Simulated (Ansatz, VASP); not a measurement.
# LiCl in two plane-wave programs, part 2 of 2

Wanted: the spread between two codes on one cell, functional and k mesh. The cell is taken from a series of runs on this material, whose earlier steps may have relaxed, scaled, displaced or heated it; both programs get it as it stands.

VASP 6.6.1 and Ansatz 0.2.0.

So far: The structure; Ansatz: single point, HF with an exact-exchange share of 1.

### Step 3. VASP: single point, HF with an exact-exchange share of 1

Level of this step: HF; plane waves and PAW (Li_sv, Cl) (VASP).

The same cell, functional and mesh now go to VASP, with its own data sets.

Lines of VASP's logs that name or quote its potential files are left out, and so is its time.

The run reads the wave functions of an earlier VASP run, which isn't shown here.

Contents of INCAR:

```
SYSTEM = LiCl
PREC = Accurate
ENCUT = 650
EDIFF = 1E-06
NELM = 100
ISMEAR = 0
SIGMA = 0.01
LREAL = .FALSE.
ALGO = Normal
LHFCALC = .TRUE.
AEXX = 1
GGA = PE
ALDAC = 0
AGGAC = 0
LASPH = .TRUE.
NBANDS = 11
PRECFOCK = Fast
LORBIT = 11
LWAVE = .FALSE.
LCHARG = .FALSE.
ISIF = 2
```

Contents of POSCAR:

```
LiCl
1.0
    0.0000000000      2.5715000000      2.5715000000
    2.5715000000      0.0000000000      2.5715000000
    2.5715000000      2.5715000000      0.0000000000
Li Cl
1 1
Direct
    0.0000000000      0.0000000000      0.0000000000
    0.5000000000      0.5000000000      0.5000000000
```

Contents of KPOINTS:

```
Automatic mesh
0
Gamma
4 4 4
0 0 0
```

PAW data sets: Li_sv and Cl (PBE family, release 64).

The run is started by

```sh
$ export OMP_NUM_THREADS=4
$ mpirun -np 1 vasp_std
```

Numbers of over 12 decimals in the logs are rounded to 6 here.

Log:

```text
[banner, memory and clock lines left out]
running    1 mpi-ranks, on    1 nodes
 distrk:  each k-point on    1 cores,    1 groups
 distr:  one band on    1 cores,    1 groups
 Offloading initialized ...    1 GPUs detected
 POSCAR found type information on POSCAR LiCl
 POSCAR found :  2 types and       2 ions
 LDA part: xc-table for (Slater+PW92), standard interpolation
 found WAVECAR, reading the header
 POSCAR, INCAR and KPOINTS ok, starting setup
 FFT: planning ... GRIDC
 FFT: planning ... GRID_SOFT
 FFT: planning ... GRID
 reading WAVECAR
 the WAVECAR file was read successfully
 initial charge from wavefunction
 entering main loop
       N       E                     dE             d eps       ncg     rms          rms(c)
DAV:   1    -0.127843825163E+02   -0.12784E+02   -0.15285E+00   176   0.114E+01    0.167E+00
DAV:   2    -0.128356559903E+02   -0.51273E-01   -0.12161E-01   204   0.259E+00    0.135E+00
DAV:   3    -0.128361264300E+02   -0.47044E-03   -0.14965E-02   252   0.912E-01    0.799E-01
DAV:   4    -0.128340615306E+02    0.20649E-02   -0.10600E-03   199   0.305E-01    0.405E-01
DAV:   5    -0.128330934866E+02    0.96804E-03   -0.31770E-04   199   0.160E-01    0.201E-01
DAV:   6    -0.128327733643E+02    0.32012E-03   -0.27262E-04   255   0.124E-01    0.104E-01
DAV:   7    -0.128326931743E+02    0.80190E-04   -0.13196E-04   244   0.820E-02    0.568E-02
DAV:   8    -0.128326761178E+02    0.17057E-04   -0.52313E-05   236   0.524E-02    0.327E-02
DAV:   9    -0.128326711635E+02    0.49543E-05   -0.14724E-05   223   0.296E-02    0.201E-02
DAV:  10    -0.128326687930E+02    0.23704E-05   -0.40084E-06   196   0.169E-02    0.134E-02
DAV:  11    -0.128326678002E+02    0.99280E-06   -0.13488E-06   139   0.975E-03
   1 F= -.12832668E+02 E0= -.12832668E+02  d E =-.721282-126
```

Parts of OUTCAR (step 3):

```text
ion  position               nearest neighbor table
   1  0.000  0.000  0.000-   2 2.57   2 2.57   2 2.57   2 2.57   2 2.57   2 2.57
   2  0.500  0.500  0.500-   1 2.57   1 2.57   1 2.57   1 2.57   1 2.57   1 2.57

  LATTYP: Found a face centered cubic cell.
 ALAT       =     5.1430000000

 Subroutine GETGRP returns: Found 48 space group operations
 (whereof 48 operations were pure point group operations)

The static configuration has the point symmetry O_h .

 Found      8 irreducible k-points:

   k-points           NKPTS =      8   k-points in BZ     NKDIM =     64   number of bands    NBANDS=     11

   dimension x,y,z NGX =    30 NGY =   30 NGZ =   30
   dimension x,y,z NGXF=    60 NGYF=   60 NGZF=   60

   ENCUT  =  650.0 eV  47.77 Ry    6.91 a.u.   7.56  7.56  7.56*2*pi/ulx,y,z

   NELECT =      10.0000    total number of electrons

 k-points in reciprocal lattice and weights: Automatic mesh
   0.00000000  0.00000000  0.00000000       0.016
   0.25000000  0.00000000  0.00000000       0.125
   0.50000000  0.00000000  0.00000000       0.063
   0.25000000  0.25000000  0.00000000       0.094
   0.50000000  0.25000000  0.00000000       0.375
  -0.25000000  0.25000000  0.00000000       0.188
   0.50000000  0.50000000  0.00000000       0.047
  -0.25000000  0.50000000  0.25000000       0.094

  exchange ACFDT corr.  =         0.00000000  see jH, gK, PRB 81, 115126

 average (electrostatic) potential at core
       1 -36.8681       2 -74.1206

 E-fermi :  -3.6302

 k-point     1 :       0.0000    0.0000    0.0000
  band No.  band energies     occupation
      1     -58.7751      2.00000
      2     -22.1699      2.00000
      3      -3.7981      2.00000
      4      -3.7981      2.00000
      5      -3.7981      2.00000
      6      11.4274      0.00000
      7      17.4856      0.00000
      8      17.4856      0.00000
      9      17.4856      0.00000
     10      20.6046      0.00000
    ...

 k-point     2 :       0.2500    0.0000    0.0000
  band No.  band energies     occupation
      1     -58.7735      2.00000
      2     -21.8080      2.00000
      3      -5.7886      2.00000
      4      -3.9822      2.00000
      5      -3.9822      2.00000
      6      12.3775      0.00000
      7      16.2657      0.00000
      8      16.2657      0.00000
      9      16.5973      0.00000
     10      19.9128      0.00000
    ...

 k-point     3 :       0.5000    0.0000    0.0000
  band No.  band energies     occupation
      1     -58.7718      2.00000
      2     -21.4009      2.00000
      3      -7.4603      2.00000
      4      -4.1556      2.00000
      5      -4.1556      2.00000
      6      11.7542      0.00000
      7      14.9094      0.00000
      8      14.9094      0.00000
      9      19.2912      0.00000
     10      22.7245      0.00000
    ...

  Total        0.3750886      0.3750886      0.3750886     -0.0000000     -0.0000000     -0.0000000
  in kB       17.6707437     17.6707437     17.6707437     -0.0000000     -0.0000000     -0.0000000
  external PRESSURE =      17.6707437 kB  Pullay stress =       0.0000000 kB

  energy-cutoff  :      650.00
  volume of cell :       34.01
      direct lattice vectors                 reciprocal lattice vectors
     0.000000000  2.571500000  2.571500000    -0.194439043  0.194439043  0.194439043
     2.571500000  0.000000000  2.571500000     0.194439043 -0.194439043  0.194439043
     2.571500000  2.571500000  0.000000000     0.194439043  0.194439043 -0.194439043

 POSITION                                       TOTAL-FORCE (eV/Angst)
 -----------------------------------------------------------------------------------
      0.00000      0.00000      0.00000         0.000000      0.000000      0.000000
      2.57150      2.57150      2.57150         0.000000     -0.000000     -0.000000
 -----------------------------------------------------------------------------------
    total drift:                               -0.000000     -0.000000      0.000001

  FREE ENERGIE OF THE ION-ELECTRON SYSTEM (eV)
  ---------------------------------------------------
  free  energy   TOTEN  =       -12.8326678002 eV

  energy  without entropy=      -12.8326678002  energy(sigma->0) =      -12.83266780

 total charge
# of ion       s       p       d       tot
------------------------------------------
    1        2.002   0.042   0.000   2.044
    2        1.578   3.659   0.000   5.236
--------------------------------------------------
tot          3.580   3.701   0.000   7.281

[... 3 further parts left out ...]
```

The run ends at a pressure of 1.77 GPa.

### Step 4. Side by side

Known differences besides the potentials themselves: exact exchange at q = 0 is treated differently, which shows on coarse meshes; VASP keeps PBE cores, Ansatz makes them for the functional; fixed occupations in Ansatz, narrow Gaussian smearing in VASP; the cutoff is 420 eV in Ansatz and 650 eV in VASP; VASP takes a coarser grid for exact exchange (PRECFOCK = Fast). Total energies have different zeros and are not compared.

Both answers:

| quantity | Ansatz | VASP | difference |
| --- | --- | --- | --- |
| gap on the k mesh (eV) | 15.186 | 15.226 | -0.039 |

A gap on the mesh is an upper bound, since the band edges may lie between its points.

### Step 5. Outcome

| Property | Result |
| --- | --- |
| difference in gap on the k mesh (single point, HF with an exact-exchange share of 1) | -0.039 eV |

The difference in gap on the k mesh is -0.039 eV (single point, HF with an exact-exchange share of 1), within the 0.08 eV picked in this series as the mark of a large difference. Such differences can come from data sets, numerical settings and the points named under the comparisons, not from the functional's error against experiment.

[Lines on the potential files, build, host, timing and source positions are cut from VASP's logs without a mark.]

[Logs are printed without paths, hosts, clocks, repeated set-up lines and the standing remarks that a program may print on its own settings, such as how far it seeks lower states.]

[Hosts, paths, dates, database ids (printed as entryN), source tags and the programs' standing remarks are cut or masked in the printed files.]
